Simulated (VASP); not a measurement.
Calculation: PBE GGA with D3 dispersion (zero damping), VASP's PBE PAW potentials (set 64) (plane waves; VASP 6.6.1).

Input for VASP

### INCAR
```
# general
SYSTEM =BAs
PREC   =Accurate
ENCUT  =520
LREAL  =.FALSE.
LASPH  =.TRUE.   # aspherical one-centre terms

# electronic loop
EDIFF  =1E-7   # SCF stop (eV)
NELM   =100   # most electronic steps
ALGO   =Normal   # blocked Davidson
LMAXMIX=4   # l cut-off of mixed one-centre charges

# smearing
ISMEAR =-5   # tetrahedra, Bloechl

# functional
GGA    =PE   # PBE
IVDW   =11   # D3, zero damping

# ions
ISIF   =2   # forces and stress, cell fixed

# output
LWAVE  =.FALSE.
LCHARG =.TRUE.
LORBIT =11
NEDOS  =601
```

KPOINTS:
```
Automatic
0
gamma
 11 11 11
```

File POSCAR:
```
BAs
1.0
  0.0000000000   2.3947646185   2.3947646185
  2.3947646185   0.0000000000   2.3947646185
  2.3947646185   2.3947646185   0.0000000000
B As
1 1
Direct
  0.0000000000   0.0000000000   0.0000000000
  0.2500000000   0.2500000000   0.2500000000
```

POTCAR, in this order: B As (PBE.64 set). Program: vasp_std.

The resulting files:

OSZICAR:
```
       N       E                     dE             d eps       ncg     rms          rms(c)
DAV:   1     0.134292030602E+02    0.13429E+02   -0.39136E+03   904   0.883E+02
DAV:   2    -0.117328225780E+02   -0.25162E+02   -0.25112E+02  1400   0.110E+02
DAV:   3    -0.120341501929E+02   -0.30133E+00   -0.30133E+00  1000   0.162E+01
DAV:   4    -0.120345516467E+02   -0.40145E-03   -0.40145E-03  1344   0.652E-01
DAV:   5    -0.120345517611E+02   -0.11441E-06   -0.11441E-06  1000   0.882E-03    0.488E+00
DAV:   6    -0.114739074570E+02    0.56064E+00   -0.18131E+00   928   0.694E+00    0.242E+00
DAV:   7    -0.114168205422E+02    0.57087E-01   -0.20117E-01  1280   0.271E+00    0.949E-01
DAV:   8    -0.114100082310E+02    0.68123E-02   -0.21574E-02   960   0.103E+00    0.116E-01
DAV:   9    -0.114103296878E+02   -0.32146E-03   -0.60526E-04  1160   0.199E-01    0.661E-02
DAV:  10    -0.114105132867E+02   -0.18360E-03   -0.29341E-04  1096   0.126E-01    0.162E-02
DAV:  11    -0.114105191951E+02   -0.59084E-05   -0.11693E-05  1328   0.270E-02    0.137E-02
DAV:  12    -0.114105188012E+02    0.39393E-06   -0.24834E-06   952   0.110E-02    0.218E-03
DAV:  13    -0.114105188113E+02   -0.10176E-07   -0.72845E-08   816   0.223E-03
   1 F= -.11788778E+02 E0= -.11788778E+02  d E =0.000000E+00
```

OUTCAR:
```
------------------------ aborting loop because EDIFF is reached ----------------------------------------
 Edisp (eV)   -0.37826
  FORCE on cell =-STRESS in cart. coord.  units (eV):
  Direction    XX          YY          ZZ          XY          YZ          ZX
  --------------------------------------------------------------------------------------
  Total       0.00204     0.00204     0.00204    -0.00000     0.00000    -0.00000
  in kB       0.11898     0.11898     0.11898    -0.00000     0.00000    -0.00000
  external pressure =        0.12 kB  Pullay stress =        0.00 kB
  volume of cell :       27.47
      direct lattice vectors                 reciprocal lattice vectors
     0.000000000  2.394764618  2.394764618    -0.208788787  0.208788787  0.208788787
     2.394764618  0.000000000  2.394764618     0.208788787 -0.208788787  0.208788787
     2.394764618  2.394764618  0.000000000     0.208788787  0.208788787 -0.208788787
  FREE ENERGIE OF THE ION-ELECTRON SYSTEM (eV)
  ---------------------------------------------------
  free  energy   TOTEN  =       -11.7887780353 eV

  energy  without entropy=      -11.7887780353  energy(sigma->0) =      -11.78877804

 total charge

# of ion       s       p       d       tot
------------------------------------------
    1        0.659   1.172   0.000   1.830
    2        1.173   1.656   0.087   2.916
--------------------------------------------------
tot          1.832   2.827   0.087   4.746
```
(Selected blocks of OUTCAR.)

### OUTCAR
```
 val. band max:        6.0396051440   @ k =   0.0000   0.0000   0.0000

 cond. band min:       7.2519173799   @ k =   0.3636   0.3636   0.0000


 Fermi energy:         6.0863512269

 k-point     1 :       0.0000    0.0000    0.0000
  band No.  band energies     occupation
      1      -9.2901      2.00000
      2       6.0396      2.00000
      3       6.0396      2.00000
      4       6.0396      2.00000
      5       9.3063      0.00000
      6       9.3063      0.00000
      7       9.3063      0.00000
      8      10.6266      0.00000

 k-point     2 :       0.0909    0.0000    0.0000
  band No.  band energies     occupation
      1      -9.1553      2.00000
      2       4.8455      2.00000
      3       5.7865      2.00000
      4       5.7865      2.00000
      5       9.4417      0.00000
      6       9.6396      0.00000
      7       9.6396      0.00000
      8      11.3771      0.00000

 k-point     3 :       0.1818    0.0000    0.0000
  band No.  band energies     occupation
      1      -8.7564      2.00000
      2       2.7310      2.00000
      3       5.2752      2.00000
      4       5.2752      2.00000
      5       9.2623      0.00000
      6      10.2932      0.00000
      7      10.2932      0.00000
      8      12.8676      0.00000

 k-point     4 :       0.2727    0.0000    0.0000
  band No.  band energies     occupation
      1      -8.1160      2.00000
      2       0.6127      2.00000
      3       4.7880      2.00000
      4       4.7880      2.00000
      5       9.0022      0.00000
      6      10.7535      0.00000
      7      10.7535      0.00000
      8      14.1629      0.00000

 k-point     5 :       0.3636    0.0000    0.0000
  band No.  band energies     occupation
      1      -7.3047      2.00000
      2      -1.2365      2.00000
      3       4.4357      2.00000
      4       4.4357      2.00000
      5       8.8024      0.00000
      6      10.8599      0.00000
      7      10.8599      0.00000
...
```

The compound is BAs in the zinc blende structure. It was relaxed first.
